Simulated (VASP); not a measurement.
Runs of VASP 6.6.1 on Be3B2C. All rows change the cell; the cell of one of them follows. The structure is hexagonal, space group P6/mmm (No. 191). Conventional cell: a = 4.087 Å, b = 4.087 Å, c = 4.460 Å, α = 90.00°, β = 90.00°, γ = 120.00°. Be (site symmetry mmm) is surrounded by 4 Be at 2.04 Å and 4 B at 2.20 Å. Around B (site symmetry 6mm) lie 1 C at 1.42 Å and 1 B at 1.63 Å. C (site symmetry 6/mmm) has 2 B at 1.42 Å as nearest neighbours. The cell was built by a generator and needn't be a form met in nature.

| task | cell | k mesh | cutoff (eV) | mesh quality | gap on the mesh (eV) | pressure (GPa) | relaxed volume (Å³/atom) | largest force (eV/Å) |
| --- | --- | --- | --- | --- | --- | --- | --- | --- |
| relaxation of cell and atoms | relaxed from: random cell by space group and Wyckoff sites (P6/mmm, No. 191) | 12 × 12 × 8 | 600 | not flagged | none | 0.0 | (a) | - |
| single point | random cell by space group and Wyckoff sites (P6/mmm, No. 191) | 6 × 6 × 4 | 520 | not flagged | none | 0.1 | - | 0.01 |
| relaxation of cell and atoms | relaxed from: random cell by space group and Wyckoff sites (P6/mmm, No. 191) | 6 × 6 × 4 | 600 | coarse | none | -0.1 | 10.67 | 0.03 |
| single point | random cell by space group and Wyckoff sites (P6/mmm, No. 191) | 12 × 12 × 8 | 520 | not flagged | none | 0.0 | - | 0.01 |

Alike in all rows: level PBE; potentials or basis VASP PAW PBE potentials, release 64 (Be, B, C); no spin polarisation; smearing gaussian 0.1 eV.

Problem. Estimate the missing entries.

Solution. (a) 10.75.

Caveats: some runs use coarse meshes; the volume moved by over 15 % at a fixed basis, so the end points are rough (some runs).

A gap of «none» marks a metal or a gap under the smearing width.
